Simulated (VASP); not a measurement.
# Cd2CuO3 (P6/mmm) in VASP: notebook

One crystal, Cd2CuO3, is run at these levels: PBE; tasks: relaxation of cell and atoms.

Program: VASP 6.6.1. These are calculated values, not measurements. Logs are shortened: lines on timing, memory, paths and dates and some standing lists are left out, and cuts for length are marked.

## Step 1: The crystal as given

It takes space group P6/mmm (No. 191, hexagonal). The conventional cell has a = 5.098 Å, b = 5.098 Å, c = 3.965 Å, α = 90.00°, β = 90.00°, γ = 120.00°. Around Cd (site symmetry -6m2) lie 6 O at 2.47 Å. Around Cu (site symmetry 6/mmm) lie 6 Cd at 2.94 Å and 12 O at 3.23 Å. O (site symmetry mmm) is surrounded by 4 Cd at 2.47 Å and 4 O at 2.55 Å.

The cell was built by a generator and needn't be a form met in nature.

## Step 2: Relaxation of cell and atoms, PBE

INCAR reads:

```
PREC     = Normal         # precision mode
ENCUT    = 520            # plane-wave cutoff, eV
EDIFF    = 1E-4           # SCF threshold, eV
ISMEAR   = 0              # smearing method
SIGMA    = 0.15           # smearing width, eV
LREAL    = False          # projectors in reciprocal space
LASPH    = True           # aspherical terms in the spheres
NELM     = 60             # most SCF steps
ALGO     = Fast           # electronic algorithm
ISIF     = 3              # what is computed and relaxed
LWAVE    = False          # write WAVECAR
LCHARG   = False          # write CHGCAR
GGA      = PE             # functional
IBRION   = 2              # ionic algorithm
NSW      = 24             # ionic steps
EDIFFG   = -0.08          # ionic threshold
```

KPOINTS reads:

```
Automatic mesh
0
Gamma
  3 3 4
```

POSCAR reads:

```
Cd2CuO3
1.0
    5.0983866000      0.0000000000      0.0000000000
   -2.5491933000      4.4153323100      0.0000000000
    0.0000000000      0.0000000000      3.9654206500
Cd Cu O
2 1 3
Direct
    0.3333333300      0.6666666700      0.0000000000
    0.6666666700      0.3333333300      0.0000000000
    0.0000000000      0.0000000000      0.0000000000
    0.5000000000      0.0000000000      0.5000000000
    0.5000000000      0.5000000000      0.5000000000
    0.0000000000      0.5000000000      0.5000000000
```

Potentials or basis: VASP PAW PBE potentials, release 64 (Cd, Cu, O).

On the command line:

```console
cat potpaw_PBE.64/Cd/POTCAR potpaw_PBE.64/Cu/POTCAR potpaw_PBE.64/O/POTCAR > POTCAR
mpirun -np 1 vasp_std > vasp.out
```

OUTCAR:

```text
PREC = Normal
   ENCUT = 520
   EDIFF = 1E-4
   ISMEAR = 0
   LREAL = False
   LASPH = True
   NELM = 60
   ISIF = 3
   GGA = PE
   IBRION = 2
   NSW = 24
   EDIFFG = -0.08

 ion  position               nearest neighbor table
   1  0.333  0.667  0.000-   4 2.47   4 2.47   6 2.47   6 2.47   5 2.47   5 2.47   2 2.94   3 2.94
                             2 2.94   3 2.94   3 2.94   2 2.94
   2  0.667  0.333  0.000-   4 2.47   4 2.47   6 2.47   6 2.47   5 2.47   5 2.47   1 2.94   3 2.94
                             1 2.94   3 2.94   3 2.94   1 2.94
   3  0.000  0.000  0.000-   1 2.94   2 2.94   1 2.94   2 2.94   2 2.94   1 2.94
   4  0.500  0.000  0.500-   1 2.47   2 2.47   1 2.47   2 2.47
   5  0.500  0.500  0.500-   1 2.47   2 2.47   1 2.47   2 2.47
   6  0.000  0.500  0.500-   1 2.47   2 2.47   1 2.47   2 2.47

  LATTYP: Found a hexagonal cell.
 ALAT       =     5.0983866000
 C/A-ratio  =     0.7777795136

  Lattice vectors:

 A1 = (   5.0983866000,   0.0000000000,   0.0000000000)
 A2 = (  -2.5491933000,   4.4153323100,   0.0000000000)
 A3 = (   0.0000000000,   0.0000000000,   3.9654206500)

Analysis of symmetry for initial positions (statically):
=====================================================================
 Subroutine PRICEL returns:
 Original cell was already a primitive cell.

 Routine SETGRP: Setting up the symmetry group for a
 hexagonal supercell.

 Subroutine GETGRP returns: Found 24 space group operations
 (whereof 24 operations were pure point group operations)
 out of a pool of 24 trial point group operations.

The static configuration has the point symmetry D_6h.

Analysis of symmetry for dynamics (positions and initial velocities):
=====================================================================
 Subroutine PRICEL returns:
 Original cell was already a primitive cell.

 Routine SETGRP: Setting up the symmetry group for a
 hexagonal supercell.

 Subroutine GETGRP returns: Found 24 space group operations
 (whereof 24 operations were pure point group operations)
 out of a pool of 24 trial point group operations.

The dynamic configuration has the point symmetry D_6h.

 Subroutine INISYM returns: Found 24 space group operations
 (whereof 24 operations are pure point group operations),
 and found     1 'primitive' translations

----------------------------------------------------------------------------------------

                                     Primitive cell

  volume of cell :      89.2659

[... 86 lines left out ...]
   ISIF   =      3    stress and relaxation
   ISYM   =      2    0-nonsym 1-usesym 2-fastsym
   POTIM  = 0.5000    time-step for ionic-motion
   TEBEG  =    0.0;   TEEND  =   0.0 temperature during run
   PSTRESS=    0.0 pullay stress
   NELECT =      53.0000    total number of electrons
   NUPDOWN=      -1.0000    fix difference up-down
   EMIN   =  10.00;   EMAX   =-10.00  energy-range for DOS
   EFERMI =   0.00;   METHOD = LEGACY
   ISMEAR =     0;   SIGMA  =   0.15  broadening in eV -4-tet -1-fermi 0-gaus
   EFERMI_NEDOS =   21; number of points for ismear=-14 and -15
   IALGO  =     68    algorithm
   IMIX   =      4    mixing-type and parameters
     AMIX     =   0.40;   BMIX     =  1.00
     AMIX_MAG =   1.60;   BMIX_MAG =  1.00
  volume/ion in A,a.u.               =      14.88       100.40
  Fermi-wavevector in a.u.,A,eV,Ry     =   1.375957  2.600182 25.759348  1.893259
  Thomas-Fermi vector in A             =   2.501246
   LORBIT       =      0    0 simple, 1 ext, 2 COOP (PROOUT), +10 PAW based schemes
   GGA     = PE    functional components
   LHFCALC =     F    Hartree Fock is set to
   AEXX    =    0.0000 exact exchange contribution
   IVDW    =     0    specifies the selected vdW correction
   LEPSILON=     F    determine dielectric tensor
   LRPA    =     F    only Hartree local field effects (RPA)
 conjugate gradient relaxation of ions
 non-spin polarized calculation
 RMM-DIIS sequential band-by-band and
 Gauss-broadening in eV      SIGMA  =   0.15
  energy-cutoff  :      520.00
  volume of cell :       89.27
 maximum number of plane-waves:      2438
   NGX = 19   NGY = 19   NGZ = 15

--------------------------------------- Ionic step        1  -------------------------------------------

 number of electron      52.9999995 magnetization

 Free energy of the ion-electron system (eV)
  ---------------------------------------------------
  ext. energy  EPLUGINS =         0.00000000
  ---------------------------------------------------
  free energy    TOTEN  =       -18.01966916 eV

  energy without entropy =      -17.96381315  energy(sigma->0) =      -17.99174115

------------------------ aborting loop because EDIFF is reached ----------------------------------------

  FORCE on cell =-STRESS in cart. coord.  units (eV):
  Direction    XX          YY          ZZ          XY          YZ          ZX
  --------------------------------------------------------------------------------------
  -------------------------------------------------------------------------------------
  Total        1.9478150      1.9478150    -15.1441140      0.0000000      0.0000000      0.0000000
  in kB       34.9601157     34.9601156   -271.8122519      0.0000000      0.0000000      0.0000000
  external PRESSURE =     -67.2973402 kB  Pullay stress =       0.0000000 kB
[... 101 lines left out ...]
  FREE ENERGIE OF THE ION-ELECTRON SYSTEM (eV)
  ---------------------------------------------------
  free  energy   TOTEN  =       -19.6537006422 eV

  energy  without entropy=      -19.6033798705  energy(sigma->0) =      -19.62854026

[... ionic steps 4 to 9 ...]

--------------------------------------- Ionic step       10  -------------------------------------------

 number of electron      53.0000066 magnetization

------------------------ aborting loop because EDIFF is reached ----------------------------------------
[... 75 lines left out ...]
--------------------------------------- Ionic step       12  -------------------------------------------

 number of electron      53.0000023 magnetization

 Free energy of the ion-electron system (eV)
  ---------------------------------------------------
  ext. energy  EPLUGINS =         0.00000000
  ---------------------------------------------------
  free energy    TOTEN  =       -20.53106356 eV

  energy without entropy =      -20.49574858  energy(sigma->0) =      -20.51340607

 E-fermi :   1.1899     XC(G=0): -10.5879

 val. band max:        1.0652305882   @ k =   0.0000   0.0000   0.2500
 cond. band min:       1.2599088558   @ k =   0.3333   0.3333   0.0000
 fundamental gap:      0.1946782676
 Fermi energy:         1.1898769534

 k-point     1 :       0.0000    0.0000    0.0000
  band No.  band energies     occupation
      1     -16.0832      2.00000
      2     -15.2037      2.00000
      3     -15.2037      2.00000
      4      -6.6707      2.00000
      5      -5.8406      2.00000
      6      -5.6515      2.00000
[... 328 lines left out ...]
  FREE ENERGIE OF THE ION-ELECTRON SYSTEM (eV)
  ---------------------------------------------------
  free  energy   TOTEN  =       -20.5310635553 eV

  energy  without entropy=      -20.4957485788  energy(sigma->0) =      -20.51340607

 reached required accuracy - stopping structural energy minimisation
```

OSZICAR:

```text
N       E                     dE             d eps       ncg     rms          rms(c)
DAV:   1     0.545152623025E+03    0.54515E+03   -0.26619E+04   558   0.196E+03
DAV:   2     0.362198309719E+02   -0.50893E+03   -0.49278E+03   614   0.487E+02
DAV:   3    -0.256891151303E+02   -0.61909E+02   -0.58812E+02   734   0.161E+02
[... 125 lines left out ...]
RMM:   2    -0.205417968016E+02    0.53389E-01   -0.11491E-01   598   0.357E+00    0.752E-01
RMM:   3    -0.205331325288E+02    0.86643E-02   -0.27976E-02   655   0.153E+00    0.508E-01
RMM:   4    -0.205317710778E+02    0.13615E-02   -0.12202E-02   622   0.881E-01    0.266E-01
RMM:   5    -0.205310328099E+02    0.73827E-03   -0.47484E-03   521   0.743E-01    0.109E-01
RMM:   6    -0.205310635553E+02   -0.30745E-04   -0.90994E-04   446   0.238E-01
  12 F= -.20531064E+02 E0= -.20513406E+02  d E =-.197389E-02
```

Run time: 2.2 min. Hardware: 1 thread of Intel Xeon Platinum 8259CL at 2.50GHz (Skylake/Cascade Lake), shared host; peak memory 0.16 GiB.

Results:

| Item | Value |
| --- | --- |
| Free energy | -20.5311 eV |
| Relaxed volume | 14.70 Å³/atom |
| Relaxed cell | a = 5.771 Å, b = 5.771 Å, c = 3.058 Å, α = 90.00°, β = 90.00°, γ = 120.00° |
| Space group after relaxing (to 0.05 Å) | P6/mmm (No. 191) |
| Energy gained by relaxing | 418.6 meV/atom |
| Ionic steps | 12 |
| Pressure after relaxing | 0.0 GPa |
| Band gap on the k mesh | none (metal or under the smearing width) |

The path:
```
step  energy change (eV)  largest force (eV/Å)  pressure (GPa)  volume (Å³)
   1              0.0000                0.0000           -6.73        89.27
   2             -1.4539                0.0000            5.54        80.87
   3             -1.6340                0.0000           13.12        77.38
   4             -2.4468                0.0000            3.99        84.87
   5             -2.4927                0.0000            0.71        88.18
   6             -2.5032                0.0000            1.55        87.26
   7             -2.5027                0.0000            2.03        87.44
   8             -2.4993                0.0000            1.08        87.81
   9             -2.5097                0.0000           -0.92        89.09
  10             -2.5099                0.0000           -1.23        88.91
  11             -2.5094                0.0000           -1.04        88.71
  12             -2.5114                0.0000            0.01        88.19
```

Final structure:
```xyz
6
Lattice="5.7710 0.0000 0.0000 -2.8855 4.9978 0.0000 0.0000 0.0000 3.0577" Properties=species:S:1:pos:R:3 pbc="T T T"
Cd    0.0000    3.3319    0.0000
Cd    2.8855    1.6659    0.0000
Cu    0.0000    0.0000    0.0000
O     2.8855    0.0000    1.5288
O     1.4428    2.4989    1.5288
O    -1.4428    2.4989    1.5288
```

Caveat: the k mesh is coarse (spacing up to 0.47 Å⁻¹), so the values aren't converged; an odd number of electrons without spin polarisation forces a metal; a magnetic or distorted state may lie lower; the run has no spin polarisation, though such a crystal can be magnetic; semilocal functionals often make such compounds metallic where correlation or magnetic order opens a gap, which also shifts bond lengths; the relaxation stopped at a loose force limit of 0.08 eV/Å, so its end isn't a converged minimum. With open d or f shells a metallic result of PBE can be an artefact of self-interaction; +U or a hybrid may open a gap.

## Step 3: Relaxation of cell and atoms, PBE

This run uses another cell than the first one, of 17.48 Å³/atom, 1.175 times its volume.

INCAR is that of step 2.

KPOINTS reads:

```
Automatic mesh
0
Gamma
  4 4 2
```

POSCAR reads:

```
Cd2CuO3
1.0
    4.2347968700      0.0000000000      0.0000000000
   -2.1173984300      3.6674416700      0.0000000000
    0.0000000000      0.0000000000      6.7544462100
Cd Cu O
2 1 3
Direct
    0.0000000000      0.0000000000      0.2057328500
    0.0000000000      0.0000000000      0.7942671500
    0.0000000000      0.0000000000      0.5000000000
    0.5000000000      0.0000000000      0.0000000000
    0.0000000000      0.5000000000      0.0000000000
    0.5000000000      0.5000000000      0.0000000000
```

Potentials or basis: VASP PAW PBE potentials, release 64 (Cd, Cu, O).

On the command line:

```console
cat potpaw_PBE.64/Cd/POTCAR potpaw_PBE.64/Cu/POTCAR potpaw_PBE.64/O/POTCAR > POTCAR
mpirun -np 1 vasp_std > vasp.out
```

It took 3.2 min on 1 thread of Intel Xeon Platinum 8259CL at 2.50GHz (Skylake/Cascade Lake), shared host; peak memory 0.18 GiB.

The run converged. Its results:

| Quantity | Value |
| --- | --- |
| Free energy | -16.0465 eV |
| Relaxed volume | 19.47 Å³/atom |
| Relaxed cell | a = 4.137 Å, b = 4.137 Å, c = 7.881 Å, α = 90.00°, β = 90.00°, γ = 120.00° |
| Space group after relaxing (to 0.05 Å) | P6/mmm (No. 191) |
| Energy gained by relaxing | 561.5 meV/atom |
| Ionic steps | 20 |
| Pressure after relaxing | -0.3 GPa |
| Largest force after relaxing | 0.073 eV/Å |
| Band gap on the k mesh | none (metal or under the smearing width) |

Forces on the atoms (eV/Å):
```
Cd   0.000  0.000  0.073
Cd   0.000  0.000 -0.073
Cu   0.000  0.000  0.000
O    0.000  0.000  0.000
O    0.000  0.000  0.000
O    0.000  0.000  0.000
```

Stress tensor (GPa, compression positive):
```
-0.25  0.00  0.00
 0.00 -0.25  0.00
 0.00  0.00 -0.39
```

The path:
| step | energy change (eV) | largest force (eV/Å) | pressure (GPa) | volume (Å³) |
| --- | --- | --- | --- | --- |
| 1 | 0.0000 | 8.9122 | 19.27 | 104.90 |
| 2 | 27.1790 | 4.2316 | 0.04 | 136.48 |
| 3 | 4.0235 | 2.3657 | -0.62 | 129.64 |
| 4 | -2.7559 | 2.3414 | -1.02 | 126.83 |
| 5 | -3.1464 | 0.8325 | 2.53 | 115.91 |
| 6 | -3.1992 | 1.4839 | 1.14 | 119.21 |
| 7 | -3.2098 | 1.3397 | 1.04 | 118.38 |
| 8 | -3.2114 | 1.2712 | 1.37 | 118.06 |
| 9 | -3.3302 | 0.2810 | -1.63 | 120.94 |
| 10 | -3.3308 | 0.2047 | -1.75 | 121.11 |
| 11 | -3.3611 | 0.1749 | -0.28 | 118.14 |
| 12 | -3.3652 | 0.1655 | -0.23 | 117.26 |
| 13 | -3.3668 | 0.1447 | 0.49 | 115.52 |
| 14 | -3.3672 | 0.1725 | 0.82 | 115.83 |
| 15 | -3.3670 | 0.1702 | 0.61 | 116.55 |
| 16 | -3.3663 | 0.1868 | 0.32 | 116.90 |
| 17 | -3.3665 | 0.1416 | -0.26 | 116.82 |
| 18 | -3.3669 | 0.1314 | 0.42 | 116.64 |
| 19 | -3.3693 | 0.0167 | -0.88 | 116.83 |
| 20 | -3.3693 | 0.0734 | -0.29 | 116.82 |

Final structure:
```yaml
crystal:
  lattice:
    - [4.13717, 0.00000, 0.00000]
    - [-2.06858, 3.58289, 0.00000]
    - [0.00000, 0.00000, 7.88071]
  atoms:
    - { symbol: Cd, position: [0.00000, 0.00000, 0.18271] }
    - { symbol: Cd, position: [0.00000, 0.00000, 0.81729] }
    - { symbol: Cu, position: [0.00000, 0.00000, 0.50000] }
    - { symbol: O, position: [0.50000, 0.00000, 0.00000] }
    - { symbol: O, position: [0.00000, 0.50000, 0.00000] }
    - { symbol: O, position: [0.50000, 0.50000, 0.00000] }
```

Levels at points of the mesh, in eV from the Fermi level:
```
           k point  band 24  band 25  band 26  band 27  band 28  band 29  band 30  band 31
(0.00, 0.00, 0.00)    -0.81    -0.81    -0.09     0.76     1.17     1.92     1.92     6.99
(0.50, 0.00, 0.00)    -0.97    -0.95    -0.70    -0.36     0.66     1.56     1.71     4.23
(0.00, 0.00, 0.50)    -0.97    -0.81    -0.81     0.76     1.92     1.92     3.25     4.76
(0.50, 0.00, 0.50)    -0.98    -0.95    -0.70    -0.30     0.47     1.71     2.09     3.73
```

Caveat: the k mesh is coarse (spacing up to 0.47 Å⁻¹), so the values aren't converged; an odd number of electrons without spin polarisation forces a metal; a magnetic or distorted state may lie lower; the run has no spin polarisation, though such a crystal can be magnetic; semilocal functionals often make such compounds metallic where correlation or magnetic order opens a gap, which also shifts bond lengths; the relaxation stopped at a loose force limit of 0.08 eV/Å, so its end isn't a converged minimum.

## Step 4: Relaxation of cell and atoms, PBE

This run uses another cell than the first one, of 14.01 Å³/atom, 0.942 times its volume.

INCAR is that of step 3.

KPOINTS reads:

```
Automatic mesh
0
Gamma
  5 5 2
```

POSCAR reads:

```
Cd2CuO3
1.0
    3.4100000000      0.0000000000      0.0000000000
   -1.7050000000      2.9531466300      0.0000000000
    0.0000000000      0.0000000000      8.3500000000
Cd Cu O
2 1 3
Direct
    0.6666666700      0.3333333300      0.6600000000
    0.3333333300      0.6666666700      0.3400000000
    0.0000000000      0.0000000000      0.0000000000
    0.6666666700      0.3333333300      0.1500000000
    0.3333333300      0.6666666700      0.8500000000
    0.0000000000      0.0000000000      0.5000000000
```

On the command line:

```console
cat potpaw_PBE.64/Cd/POTCAR potpaw_PBE.64/Cu/POTCAR potpaw_PBE.64/O/POTCAR > POTCAR
mpirun -np 1 vasp_std > vasp.out
```

Run time: 1.7 min. Hardware: 1 thread of Intel Xeon Platinum 8259CL at 2.50GHz (Skylake/Cascade Lake), shared host; peak memory 0.17 GiB.

Results (log left out):

```
Free energy                            : -24.5214 eV
Relaxed volume                         : 12.37 Å³/atom
Relaxed cell                           : a = 3.286 Å, b = 3.286 Å, c = 7.939 Å, α = 90.00°, β = 90.00°, γ = 120.00°
Space group after relaxing (to 0.05 Å) : P-3m1 (No. 164)
Energy gained by relaxing              : 116.1 meV/atom
Ionic steps                            : 10
Pressure after relaxing                : -0.5 GPa
Largest force after relaxing           : 0.022 eV/Å
Band gap on the k mesh                 : none (metal or under the smearing width)
```

Forces in eV/Å, atoms in the order of the input:
```
Cd   0.000  0.000 -0.010
Cd   0.000  0.000  0.010
Cu   0.000  0.000  0.000
O    0.000  0.000  0.022
O    0.000  0.000 -0.022
O    0.000  0.000  0.000
```

Stress tensor (GPa, compression positive):
```
-0.58  0.00  0.00
 0.00 -0.58  0.00
 0.00  0.00 -0.45
```

The path:
| step | energy change (eV) | largest force (eV/Å) | pressure (GPa) | volume (Å³) |
| --- | --- | --- | --- | --- |
| 1 | 0.0000 | 1.3931 | -11.29 | 84.09 |
| 2 | -0.5389 | 1.0447 | 3.63 | 72.63 |
| 3 | -0.5415 | 1.0890 | 1.79 | 73.30 |
| 4 | -0.5413 | 1.0526 | 0.96 | 73.09 |
| 5 | -0.5405 | 1.0390 | 1.12 | 72.86 |
| 6 | -0.6399 | 0.5070 | 1.61 | 73.12 |
| 7 | -0.6601 | 0.5233 | 1.22 | 73.27 |
| 8 | -0.6616 | 0.5253 | 0.43 | 73.31 |
| 9 | -0.6908 | 0.2394 | 0.54 | 73.79 |
| 10 | -0.6966 | 0.0224 | -0.54 | 74.23 |

Final structure:
```
Cd Cu O
1.0
     3.28562    0.00000    0.00000
    -1.64281    2.84543    0.00000
     0.00000    0.00000    7.93941
Cd Cu O
2 1 3
Direct
  0.66667 0.33333 0.68000
  0.33333 0.66667 0.32000
  0.00000 0.00000 0.00000
  0.66667 0.33333 0.13593
  0.33333 0.66667 0.86407
  0.00000 0.00000 0.50000
```

Levels at points of the mesh, in eV from the Fermi level:
```tsv
k point	band 22	band 23	band 24	band 25	band 26	band 27	band 28	band 29	band 30	band 31
(0.00, 0.00, 0.00)	-1.82	-1.45	-1.14	-1.14	-0.74	0.22	0.22	3.17	3.54	7.73
(0.00, 0.00, 0.50)	-1.77	-1.40	-1.36	-1.36	0.26	0.26	0.88	1.51	4.28	7.12
```

Caveat: the k mesh is coarse (spacing up to 0.43 Å⁻¹), so the values aren't converged; an odd number of electrons without spin polarisation forces a metal; a magnetic or distorted state may lie lower; the run has no spin polarisation, though such a crystal can be magnetic; semilocal functionals often make such compounds metallic where correlation or magnetic order opens a gap, which also shifts bond lengths; the relaxation stopped at a loose force limit of 0.08 eV/Å, so its end isn't a converged minimum.

[end of part 1 of 2]
